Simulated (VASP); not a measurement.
Calculation: r2SCAN+rVV10, VASP's PBE PAW potentials (set 64) (plane waves; VASP).

Input for VASP

INCAR:
```
SYSTEM = As
PREC = Accurate
ENCUT = 520
EDIFF = 1E-7
NELM = 100
ALGO = Normal
LREAL = .FALSE.
LASPH = .TRUE.
ISMEAR = -5
METAGGA = R2SCAN
LUSE_VDW = .TRUE.
BPARAM = 11.95
CPARAM = 0.0093
LMIXTAU = .TRUE.
LMAXMIX = 4
LWAVE = .FALSE.
LCHARG = .FALSE.
LORBIT = 11
NEDOS = 601
ISIF = 2
```

File KPOINTS_OPT:
```
k-points along high-symmetry lines
8
Line-mode
Reciprocal
  0.000000   0.000000   0.000000 ! GAMMA
  0.500000   0.500000   0.500000 ! T

  0.500000   0.500000   0.500000 ! T
  0.769824   0.230176   0.500000 ! H_2

  0.500000  -0.230176   0.230176 ! H_0
  0.500000   0.000000   0.000000 ! L

  0.500000   0.000000   0.000000 ! L
  0.000000   0.000000   0.000000 ! GAMMA

  0.000000   0.000000   0.000000 ! GAMMA
  0.365088  -0.365088  -0.000000 ! S_0

  0.634912  -0.000000   0.365088 ! S_2
  0.500000  -0.000000   0.500000 ! F

  0.500000  -0.000000   0.500000 ! F
  0.000000   0.000000   0.000000 ! GAMMA
```

**KPOINTS**
```
kpoints
0
Gamma
  13 13 13
```

POSCAR:
```
As
3.6971160
  0.9999998712  -0.5103653141   0.0002741118
  0.9999998712   0.5103653141   0.0002741118
  0.7392954955   0.0000000000   0.8449346789
As
2
Cartesian
  0.6211369141   0.0000000000   0.1917137787
  2.1181583238  -0.0000000000   0.6537691238
```

POTCAR, in this order: As (PBE.64 set). Program: vasp_std.

What VASP printed:

### OSZICAR
```
       N       E                     dE             d eps       ncg     rms          rms(c)
DAV:   1     0.112337846838E+02    0.11234E+02   -0.44849E+03  4158   0.960E+02
DAV:   2    -0.294715921556E+02   -0.40705E+02   -0.40082E+02  6307   0.127E+02
DAV:   3    -0.308159064672E+02   -0.13443E+01   -0.13408E+01  4922   0.280E+01
DAV:   4    -0.308231842957E+02   -0.72778E-02   -0.72632E-02  5237   0.210E+00
DAV:   5    -0.308232009610E+02   -0.16665E-04   -0.16568E-04  4747   0.951E-02    0.358E+00
DAV:   6    -0.291354132852E+02    0.16878E+01   -0.27057E-01  4192   0.472E+00    0.234E+00
DAV:   7    -0.291888164233E+02   -0.53403E-01   -0.93767E-02  4191   0.394E+00    0.508E-01
DAV:   8    -0.291750880595E+02    0.13728E-01   -0.12134E-01  4173   0.360E+00    0.123E-01
DAV:   9    -0.291886862249E+02   -0.13598E-01   -0.96978E-03  4226   0.979E-01    0.824E-02
DAV:  10    -0.291888393987E+02   -0.15317E-03   -0.50988E-04  4362   0.223E-01    0.361E-02
DAV:  11    -0.291905651508E+02   -0.17258E-02   -0.16990E-03  4254   0.404E-01    0.137E-02
DAV:  12    -0.291906889927E+02   -0.12384E-03   -0.93977E-05  4537   0.969E-02    0.756E-03
DAV:  13    -0.291907127886E+02   -0.23796E-04   -0.10315E-05  4252   0.321E-02    0.178E-03
DAV:  14    -0.291907160041E+02   -0.32155E-05   -0.40628E-06  4172   0.232E-02    0.221E-03
DAV:  15    -0.291907160921E+02   -0.87978E-07   -0.83512E-07  4191   0.115E-02
   1 F= -.29190716E+02 E0= -.29190716E+02  d E =0.000000E+00
       N       E                     dE             ncg
```

File OUTCAR:
```
------------------------ aborting loop because EDIFF is reached ----------------------------------------
  FORCE on cell =-STRESS in cart. coord.  units (eV):
  Direction    XX          YY          ZZ          XY          YZ          ZX
  --------------------------------------------------------------------------------------
  Total        0.0187550      0.0073591      0.0084447     -0.0000000      0.0000000      0.0035173
  in kB        0.6896163      0.2705923      0.3105105     -0.0000000      0.0000000      0.1293317
  external PRESSURE =       0.4235731 kB  Pullay stress =       0.0000000 kB
  volume of cell :       43.57
      direct lattice vectors                 reciprocal lattice vectors
     3.697115524 -1.886879769  0.001013423     0.135273011 -0.264987737 -0.118360307
     3.697115524  1.886879769  0.001013423     0.135273011  0.264987737 -0.118360307
     2.733261205  0.000000000  3.123821520    -0.000087770  0.000000000  0.320197518
 POSITION                                       TOTAL-FORCE (eV/Angst)
 -----------------------------------------------------------------------------------
      2.29642      0.00000      0.70879         0.000777      0.000000      0.000240
      7.83108      0.00000      2.41706        -0.000777      0.000000     -0.000240
 -----------------------------------------------------------------------------------
    total drift:                                0.000000      0.000000      0.000000
  FREE ENERGIE OF THE ION-ELECTRON SYSTEM (eV)
  ---------------------------------------------------
  free  energy   TOTEN  =       -29.1907160921 eV

  energy  without entropy=      -29.1907160921  energy(sigma->0) =      -29.19071609

 total charge

# of ion       s       p       d       tot
------------------------------------------
    1        1.299   1.376   0.050   2.725
    2        1.299   1.376   0.050   2.725
--------------------------------------------------
tot          2.598   2.752   0.099   5.449
```
(Selected blocks of OUTCAR.)

For a metal the tetrahedron method with Blöchl corrections gives inexact stress and forces.

The compound is As in the a7 structure. It was relaxed first.
